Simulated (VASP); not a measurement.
Level of theory: PBE GGA, VASP's PBE PAW potentials (set 64) (plane waves; VASP).

VASP input:

KPOINTS:
```
Regular mesh
0
Monkhorst Pack
3 3 2
0 0 0
```

### INCAR
```
LREAL = .False.
PREC = Accurate
NELM = 100
SYSTEM = Zr
ISMEAR = 1   # Methfessel-Paxton
LMAXMIX = 4   # l cut-off of mixed one-centre charges
LASPH = .True.   # aspherical one-centre terms
GGA = PE   # PBE
ISIF = 2
LWAVE = .False.
ALGO = Normal   # blocked Davidson
LCHARG = .False.
EDIFF = 1E-6
SIGMA = 0.1   # width (eV)
ENCUT = 400
```

### POSCAR
```
Zr
1
    1.6150000000    -2.7972620000     0.0000000000
    1.6150000000     2.7972620000     0.0000000000
    0.0000000000     0.0000000000     5.1500000000
Zr
2
Direct
  0.3333330000   0.6666670000   0.2500000000
  0.6666670000   0.3333330000   0.7500000000
```

POTCAR, in this order: Zr_sv (PBE.64 set). Program: vasp_std.

Output

### OSZICAR
```
       N       E                     dE             d eps       ncg     rms          rms(c)
DAV:   1     0.157803363529E+03    0.15780E+03   -0.11886E+04    96   0.120E+03
DAV:   2    -0.616431459784E+01   -0.16397E+03   -0.16244E+03   120   0.349E+02
DAV:   3    -0.176359928557E+02   -0.11472E+02   -0.11454E+02   184   0.654E+01
DAV:   4    -0.177798347242E+02   -0.14384E+00   -0.14383E+00   104   0.883E+00
DAV:   5    -0.177843845766E+02   -0.45499E-02   -0.45498E-02   152   0.103E+00    0.145E+01
DAV:   6    -0.171886167336E+02    0.59577E+00   -0.95830E-01    96   0.859E+00    0.572E+00
DAV:   7    -0.170695405921E+02    0.11908E+00   -0.61595E-01   136   0.600E+00    0.113E+00
DAV:   8    -0.170730274260E+02   -0.34868E-02   -0.24496E-02   128   0.157E+00    0.244E-01
DAV:   9    -0.170733055514E+02   -0.27813E-03   -0.14285E-03   128   0.404E-01    0.295E-02
DAV:  10    -0.170732884089E+02    0.17143E-04   -0.40110E-05   136   0.466E-02    0.125E-02
DAV:  11    -0.170732916971E+02   -0.32882E-05   -0.57177E-06   112   0.291E-02    0.113E-03
DAV:  12    -0.170732917431E+02   -0.46017E-07   -0.15830E-07    72   0.390E-03
   1 F= -.17073292E+02 E0= -.17069113E+02  d E =-.125371E-01
```

OUTCAR:
```
------------------------ aborting loop because EDIFF is reached ----------------------------------------
  FORCE on cell =-STRESS in cart. coord.  units (eV):
  Direction    XX          YY          ZZ          XY          YZ          ZX
  --------------------------------------------------------------------------------------
  Total       -0.3826873     -0.3826873      0.3333556     -0.0000000      0.0000000      0.0000000
  in kB      -13.1768549    -13.1768544     11.4782441     -0.0000000      0.0000000      0.0000000
  external PRESSURE =      -4.9584884 kB  Pullay stress =       0.0000000 kB
  volume of cell :       46.53
      direct lattice vectors                 reciprocal lattice vectors
     1.615000000 -2.797262000  0.000000000     0.309597523 -0.178746217  0.000000000
     1.615000000  2.797262000  0.000000000     0.309597523  0.178746217  0.000000000
     0.000000000  0.000000000  5.150000000     0.000000000  0.000000000  0.194174757
 POSITION                                       TOTAL-FORCE (eV/Angst)
 -----------------------------------------------------------------------------------
      1.61500      0.93242      1.28750        -0.000000      0.000000      0.000000
      1.61500     -0.93242      3.86250         0.000000     -0.000000      0.000000
 -----------------------------------------------------------------------------------
    total drift:                                0.000000      0.001128     -0.000011
  FREE ENERGIE OF THE ION-ELECTRON SYSTEM (eV)
  ---------------------------------------------------
  free  energy   TOTEN  =       -17.0732917431 eV

  energy  without entropy=      -17.0607546415  energy(sigma->0) =      -17.06911271
```
(Selected blocks of OUTCAR.)

### OUTCAR
```
 val. band max:        9.1038948664   @ k =   0.3333   0.3333   0.2500

 cond. band min:       9.1039038835   @ k =   0.3333   0.3333   0.2500


 Fermi energy:         9.1038995369

 k-point     1 :       0.0000    0.0000    0.2500
  band No.  band energies     occupation
      1     -39.7961      2.00000
      2     -39.6872      2.00000
      3     -18.1807      2.00000
      4     -17.4705      2.00000
      5     -17.4633      2.00000
      6     -17.4633      2.00000
      7     -17.3639      2.00000
      8     -17.3639      2.00000
      9       3.8547      2.00000
     10       5.8696      2.00000
     11       9.4512     -0.00001
     12       9.6671     -0.00000
     13       9.6911     -0.00000
     14       9.6912     -0.00000
     15      10.2162     -0.00000
     16      10.2162     -0.00000

 k-point     2 :       0.3333    0.0000    0.2500
  band No.  band energies     occupation
      1     -39.7094      2.00000
      2     -39.6466      2.00000
      3     -18.1390      2.00000
      4     -17.9654      2.00000
      5     -17.7857      2.00000
      6     -17.6121      2.00000
      7     -17.4672      2.00000
      8     -17.4557      2.00000
      9       5.7751      2.00000
     10       6.8773      2.00000
     11       7.5453      2.00000
     12       8.4538      2.00000
     13       9.5164     -0.00000
     14      10.2049     -0.00000
     15      10.2129     -0.00000
     16      12.2285      0.00000

 k-point     3 :       0.3333    0.3333    0.2500
  band No.  band energies     occupation
      1     -39.6459      2.00000
      2     -39.6459      2.00000
      3     -18.0309      2.00000
      4     -18.0309      2.00000
      5     -18.0034      2.00000
      6     -17.7769      2.00000
      7     -17.5711      2.00000
      8     -17.5711      2.00000
      9       7.2105      2.00000
     10       7.6385      2.00000
     11       7.6385      2.00000
     12       7.8784      2.00000
     13       9.1039      1.00008
...
```

The compound is Zr in the hcp structure. The cell was not relaxed at this level. The k-mesh is coarse (spacing up to 0.75 per Å, 2π included), so the numbers may not be converged in it. The run is one of a series of settings (KPOINTS 3×3×2 Monkhorst-Pack mesh against the base run), some of them coarse on purpose.
